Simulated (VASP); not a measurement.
# CdSb2O4 (Fd-3m) in VASP: notebook

One crystal, CdSb2O4, is run at these levels: PBE, r2SCAN; tasks: relaxation of cell and atoms, single point.

All numbers are computed with VASP 6.6.1; they aren't measurements. Logs are shortened: lines on timing, memory, paths and dates and some standing lists are left out, and cuts for length are marked.

**1. The crystal as given**

It takes space group Fd-3m (No. 227, cubic). The conventional cell has a = 9.730 Å, b = 9.730 Å, c = 9.730 Å, α = 90.00°, β = 90.00°, γ = 90.00°. Around Cd (site symmetry -43m) lie 4 O at 2.26 Å. Sb (site symmetry -3m) is surrounded by 6 O at 2.35 Å. Around O (site symmetry 3m) lie 1 Cd at 2.26 Å and 3 Sb at 2.35 Å.

The cell was built by a generator and needn't be a form met in nature.

**2. Relaxation of cell and atoms, PBE**

Input file INCAR:

```
PREC = Accurate
ENCUT = 520
EDIFF = 1E-6
ISMEAR = 0
SIGMA = 0.03
LREAL = False
LASPH = True
NELM = 120
ALGO = Normal
ISIF = 3
LWAVE = False
LCHARG = False
GGA = PE
IBRION = 2
NSW = 90
EDIFFG = -0.01
KPAR = 4
```

Input file KPOINTS:

```
Automatic mesh
0
Gamma
  4 4 4
```

Input file POSCAR:

```
CdSb2O4
1.0
    0.0000000000      4.8650000000      4.8650000000
    4.8650000000      0.0000000000      4.8650000000
    4.8650000000      4.8650000000      0.0000000000
Cd Sb O
2 4 8
Direct
    0.7500000000      0.7500000000      0.7500000000
    0.5000000000      0.5000000000      0.5000000000
    0.6250000000      0.1250000000      0.1250000000
    0.1250000000      0.1250000000      0.6250000000
    0.1250000000      0.6250000000      0.1250000000
    0.1250000000      0.1250000000      0.1250000000
    0.8840784500      0.8840784500      0.8840784500
    0.8840784500      0.3477646500      0.8840784500
    0.3477646500      0.8840784500      0.8840784500
    0.8840784500      0.8840784500      0.3477646500
    0.9022353500      0.3659215500      0.3659215500
    0.3659215500      0.9022353500      0.3659215500
    0.3659215500      0.3659215500      0.3659215500
    0.3659215500      0.3659215500      0.9022353500
```

Potentials or basis: VASP PAW PBE potentials, release 64 (Cd, Sb, O).

Launch:

```bash
cat potpaw_PBE.64/Cd/POTCAR potpaw_PBE.64/Sb/POTCAR potpaw_PBE.64/O/POTCAR > POTCAR
mpirun -np 4 vasp_std > vasp.out
```

OUTCAR:

```text
PREC = Accurate
   ENCUT = 520
   EDIFF = 1E-6
   ISMEAR = 0
   LREAL = False
   LASPH = True
   NELM = 120
   ISIF = 3
   GGA = PE
   IBRION = 2
   NSW = 90
   EDIFFG = -0.01

 ion  position               nearest neighbor table
   1  0.750  0.750  0.750-   7 2.26   8 2.26   9 2.26  10 2.26
   2  0.500  0.500  0.500-  13 2.26  12 2.26  11 2.26  14 2.26
   3  0.625  0.125  0.125-   8 2.35  10 2.35  12 2.35  14 2.35  13 2.35   7 2.35   6 3.44   4 3.44
                             5 3.44   4 3.44   5 3.44   6 3.44
   4  0.125  0.125  0.625-   8 2.35   9 2.35  11 2.35  12 2.35   7 2.35  13 2.35   6 3.44   3 3.44
                             5 3.44   6 3.44   5 3.44   3 3.44
   5  0.125  0.625  0.125-   9 2.35  10 2.35  11 2.35  14 2.35  13 2.35   7 2.35   6 3.44   4 3.44
                             3 3.44   4 3.44   6 3.44   3 3.44
   6  0.125  0.125  0.125-   8 2.35   9 2.35  10 2.35  11 2.35  12 2.35  14 2.35   3 3.44   4 3.44
                             5 3.44   4 3.44   5 3.44   3 3.44
   7  0.884  0.884  0.884-   1 2.26   3 2.35   4 2.35   5 2.35
   8  0.884  0.348  0.884-   1 2.26   3 2.35   4 2.35   6 2.35
   9  0.348  0.884  0.884-   1 2.26   4 2.35   5 2.35   6 2.35
  10  0.884  0.884  0.348-   1 2.26   3 2.35   5 2.35   6 2.35
  11  0.902  0.366  0.366-   2 2.26   4 2.35   5 2.35   6 2.35
  12  0.366  0.902  0.366-   2 2.26   3 2.35   4 2.35   6 2.35
  13  0.366  0.366  0.366-   2 2.26   3 2.35   4 2.35   5 2.35
  14  0.366  0.366  0.902-   2 2.26   3 2.35   5 2.35   6 2.35

  LATTYP: Found a face centered cubic cell.
 ALAT       =     9.7300000000

  Lattice vectors:

 A1 = (   0.0000000000,   4.8650000000,   4.8650000000)
 A2 = (   4.8650000000,   0.0000000000,   4.8650000000)
 A3 = (   4.8650000000,   4.8650000000,   0.0000000000)

Analysis of symmetry for initial positions (statically):
=====================================================================
 Subroutine PRICEL returns:
 Original cell was already a primitive cell.

 Routine SETGRP: Setting up the symmetry group for a
 face centered cubic supercell.

 Subroutine GETGRP returns: Found 48 space group operations
 (whereof 24 operations were pure point group operations)
 out of a pool of 48 trial point group operations.

The static configuration has the point symmetry T_d .
 The point group associated with its full space group is O_h .

Analysis of symmetry for dynamics (positions and initial velocities):
=====================================================================
 Subroutine PRICEL returns:
 Original cell was already a primitive cell.

 Routine SETGRP: Setting up the symmetry group for a
 face centered cubic supercell.

 Subroutine GETGRP returns: Found 48 space group operations
 (whereof 24 operations were pure point group operations)
 out of a pool of 48 trial point group operations.

The dynamic configuration has the point symmetry T_d .
 The point group associated with its full space group is O_h .

 Subroutine INISYM returns: Found 48 space group operations
 (whereof 24 operations are pure point group operations),
 and found     1 'primitive' translations

----------------------------------------------------------------------------------------

                                     Primitive cell

  volume of cell :     230.2918

  direct lattice vectors                    reciprocal lattice vectors
     0.000000000  4.865000000  4.865000000    -0.102774923  0.102774923  0.102774923
     4.865000000  0.000000000  4.865000000     0.102774923 -0.102774923  0.102774923
     4.865000000  4.865000000  0.000000000     0.102774923  0.102774923 -0.102774923

  length of vectors
     6.880148981  6.880148981  6.880148981     0.178011388  0.178011388  0.178011388

  position of ions in fractional coordinates (direct lattice)
     0.750000000  0.750000000  0.750000000
     0.500000000  0.500000000  0.500000000
     0.625000000  0.125000000  0.125000000
     0.125000000  0.125000000  0.625000000
     0.125000000  0.625000000  0.125000000
     0.125000000  0.125000000  0.125000000
     0.884078450  0.884078450  0.884078450
     0.884078450  0.347764650  0.884078450
     0.347764650  0.884078450  0.884078450
     0.884078450  0.884078450  0.347764650
     0.902235350  0.365921550  0.365921550
     0.365921550  0.902235350  0.365921550
     0.365921550  0.365921550  0.365921550
     0.365921550  0.365921550  0.902235350

  ion indices of the primitive-cell ions
   primitive index   ion index
                 1           1
                 2           2
                 3           3
                 4           4
                 5           5
                 6           6
                 7           7
                 8           8
                 9           9
                10          10
                11          11
                12          12
                13          13
                14          14

----------------------------------------------------------------------------------------

 KPOINTS: Automatic mesh

Automatic generation of k-mesh.
 Grid dimensions read from file:
 generate k-points for:    4    4    4

 Generating k-lattice:

  Cartesian coordinates                     Fractional coordinates (reciprocal lattice)
    -0.025693731  0.025693731  0.025693731     0.250000000  0.000000000  0.000000000
     0.025693731 -0.025693731  0.025693731     0.000000000  0.250000000  0.000000000
     0.025693731  0.025693731 -0.025693731     0.000000000  0.000000000  0.250000000

  Length of vectors
     0.044502847  0.044502847  0.044502847

  Shift w.r.t. Gamma in fractional coordinates (k-lattice)
     0.000000000  0.000000000  0.000000000

 Subroutine IBZKPT returns following result:
 ===========================================

 Found      8 irreducible k-points:

 Following reciprocal coordinates:
            Coordinates               Weight
  0.000000  0.000000  0.000000      1.000000
  0.250000  0.000000  0.000000      8.000000
  0.500000  0.000000  0.000000      4.000000
  0.250000  0.250000  0.000000      6.000000
  0.500000  0.250000  0.000000     24.000000
 -0.250000  0.250000  0.000000     12.000000
  0.500000  0.500000  0.000000      3.000000
 -0.250000  0.500000  0.250000      6.000000
   k-points           NKPTS =      8   k-points in BZ     NKDIM =      8   number of bands    NBANDS=     55
   number of dos      NEDOS =    301   number of ions     NIONS =     14
   total plane-waves  NPLWV = 157464
   dimension x,y,z NGX =    54 NGY =   54 NGZ =   54
   dimension x,y,z NGXF=   108 NGYF=  108 NGZF=  108
   ions per type =               2   4   8
   NGX,Y,Z   is equivalent  to a cutoff of  13.05, 13.05, 13.05 a.u.
   NGXF,Y,Z  is equivalent  to a cutoff of  26.10, 26.10, 26.10 a.u.
 SYSTEM =  unknown system
   PREC   = accura    normal or accurate (medium, high low for compatibility)
   ISTART =      0    job   : 0-new  1-cont  2-samecut
   ICHARG =      2    charge: 1-file 2-atom 10-const
   ISPIN  =      1    spin polarized calculation?
   LNONCOLLINEAR =      F non collinear calculations
   LSORBIT =      F    spin-orbit coupling
   LASPH  =      T    aspherical Exc in radial PAW
   ENCUT  =  520.0 eV  38.22 Ry    6.18 a.u.  12.79 12.79 12.79*2*pi/ulx,y,z
   NELM   =    120;   NELMIN=  2; NELMDL= -5     # of ELM steps
   EDIFF  = 0.1E-05   stopping-criterion for ELM
   LREAL  =      F    real-space projection
   EDIFFG = -.1E-01   stopping-criterion for IOM
   NSW    =     90    number of steps for IOM
   IBRION =      2    ionic relax: 0-MD 1-quasi-New 2-CG
   NFREE  =      1    steps in history (QN), initial steepest desc. (CG)
   ISIF   =      3    stress and relaxation
   ISYM   =      2    0-nonsym 1-usesym 2-fastsym
   POTIM  = 0.5000    time-step for ionic-motion
   TEBEG  =    0.0;   TEEND  =   0.0 temperature during run
   PSTRESS=    0.0 pullay stress
   NELECT =      92.0000    total number of electrons
   NUPDOWN=      -1.0000    fix difference up-down
   EMIN   =  10.00;   EMAX   =-10.00  energy-range for DOS
   EFERMI =   0.00;   METHOD = LEGACY
   ISMEAR =     0;   SIGMA  =   0.03  broadening in eV -4-tet -1-fermi 0-gaus
   EFERMI_NEDOS =   21; number of points for ismear=-14 and -15
   IALGO  =     38    algorithm
   IMIX   =      4    mixing-type and parameters
     AMIX     =   0.40;   BMIX     =  1.00
     AMIX_MAG =   1.60;   BMIX_MAG =  1.00
  volume/ion in A,a.u.               =      16.45       111.01
  Fermi-wavevector in a.u.,A,eV,Ry     =   1.205715  2.278471 19.779445  1.453748
  Thomas-Fermi vector in A             =   2.341403
   LORBIT       =      0    0 simple, 1 ext, 2 COOP (PROOUT), +10 PAW based schemes
   GGA     = PE    functional components
   LHFCALC =     F    Hartree Fock is set to
   AEXX    =    0.0000 exact exchange contribution
   IVDW    =     0    specifies the selected vdW correction
   LEPSILON=     F    determine dielectric tensor
   LRPA    =     F    only Hartree local field effects (RPA)
 conjugate gradient relaxation of ions
 non-spin polarized calculation
 Gauss-broadening in eV      SIGMA  =   0.03
  energy-cutoff  :      520.00
  volume of cell :      230.29
 maximum number of plane-waves:      6230
 NGX is ok and might be reduce to    54
   NGX = 25   NGY = 25   NGZ = 25

--------------------------------------- Ionic step        1  -------------------------------------------

 number of electron      92.0000013 magnetization

 Free energy of the ion-electron system (eV)
  ---------------------------------------------------
  ext. energy  EPLUGINS =         0.00000000
  ---------------------------------------------------
  free energy    TOTEN  =       -71.23693220 eV

  energy without entropy =      -71.23693220  energy(sigma->0) =      -71.23693220

------------------------ aborting loop because EDIFF is reached ----------------------------------------

  FORCE on cell =-STRESS in cart. coord.  units (eV):
  Direction    XX          YY          ZZ          XY          YZ          ZX
  --------------------------------------------------------------------------------------
  -------------------------------------------------------------------------------------
  Total        0.6839819      0.6839819      0.6839819     -0.0000000     -0.0000000      0.0000000
  in kB        4.7585722      4.7585722      4.7585722     -0.0000000     -0.0000000      0.0000000
  external PRESSURE =       4.7585722 kB  Pullay stress =       0.0000000 kB
[... 129 lines left out ...]
  energy  without entropy=      -71.2387508883  energy(sigma->0) =      -71.23875089

--------------------------------------- Ionic step        4  -------------------------------------------

 number of electron      92.0000015 magnetization

 Free energy of the ion-electron system (eV)
  ---------------------------------------------------
  ext. energy  EPLUGINS =         0.00000000
  ---------------------------------------------------
  free energy    TOTEN  =       -71.23887088 eV

  energy without entropy =      -71.23887088  energy(sigma->0) =      -71.23887088

 E-fermi :   5.0094     XC(G=0):  -9.9337

 val. band max:        4.8190342313   @ k =   0.5000   0.5000   0.0000
 cond. band min:       5.4176230622   @ k =   0.5000   0.0000   0.0000
 fundamental gap:      0.5985888309
 Fermi energy:         5.0093819090

 k-point     1 :       0.0000    0.0000    0.0000
  band No.  band energies     occupation
      1     -14.1140      2.00000
      2     -13.2833      2.00000
      3     -13.1352      2.00000
      4     -13.1352      2.00000
      5     -13.1352      2.00000
      6     -12.9117      2.00000
[... 494 lines left out ...]
  FREE ENERGIE OF THE ION-ELECTRON SYSTEM (eV)
  ---------------------------------------------------
  free  energy   TOTEN  =       -71.2388708822 eV

  energy  without entropy=      -71.2388708822  energy(sigma->0) =      -71.23887088

 reached required accuracy - stopping structural energy minimisation
```

Wall time 2.5 min (4 MPI ranks of Intel Xeon Platinum 8259CL at 2.50GHz (Skylake/Cascade Lake), shared host); peak memory 0.48 GiB.

What came out:

| Quantity | Value |
| --- | --- |
| Free energy | -71.2389 eV |
| Relaxed volume | 16.51 Å³/atom |
| Relaxed cell | a = 6.889 Å, b = 6.889 Å, c = 6.889 Å, α = 60.00°, β = 60.00°, γ = 60.00° |
| Space group after relaxing (to 0.05 Å) | Fd-3m (No. 227) |
| Energy gained by relaxing | 0.1 meV/atom |
| Ionic steps | 4 |
| Pressure after relaxing | 0.0 GPa |
| Largest force after relaxing | 0.008 eV/Å |
| Band gap on the k mesh | 0.60 eV, indirect (least direct gap 0.88 eV) |

Forces on the atoms (eV/Å):
```
Cd   0.000  0.000  0.000
Cd   0.000  0.000  0.000
Sb   0.000  0.000  0.000
Sb   0.000  0.000  0.000
Sb   0.000  0.000  0.000
Sb   0.000  0.000  0.000
O   -0.005 -0.005 -0.005
O    0.005 -0.005  0.005
O   -0.005  0.005  0.005
O    0.005  0.005 -0.005
O    0.005 -0.005 -0.005
O   -0.005  0.005 -0.005
O    0.005  0.005  0.005
O   -0.005 -0.005  0.005
```

The path:
| step | energy change (eV) | largest force (eV/Å) | pressure (GPa) | volume (Å³) |
| --- | --- | --- | --- | --- |
| 1 | 0.0000 | 0.0604 | 0.48 | 230.29 |
| 2 | -0.0010 | 0.0088 | -0.38 | 231.92 |
| 3 | -0.0018 | 0.0195 | -0.05 | 231.25 |
| 4 | -0.0019 | 0.0078 | -0.01 | 231.15 |

Final structure:
```
Cd Sb O
1.0
     0.00000    4.87105    4.87105
     4.87105    0.00000    4.87105
     4.87105    4.87105    0.00000
Cd Sb O
2 4 8
Cartesian
  7.3066 7.3066 7.3066
  4.8711 4.8711 4.8711
  1.2178 3.6533 3.6533
  3.6533 3.6533 1.2178
  3.6533 1.2178 3.6533
  1.2178 1.2178 1.2178
  8.6112 8.6112 8.6112
  6.0019 8.6112 6.0019
  8.6112 6.0019 6.0019
  6.0019 6.0019 8.6112
  3.5664 6.1757 6.1757
  6.1757 3.5664 6.1757
  3.5664 3.5664 3.5664
  6.1757 6.1757 3.5664
```

Caveat: spin-orbit coupling is left out, which moves the levels of the heavy elements. A k mesh can miss the band edges.

(Part 1 of 2 ends here.)
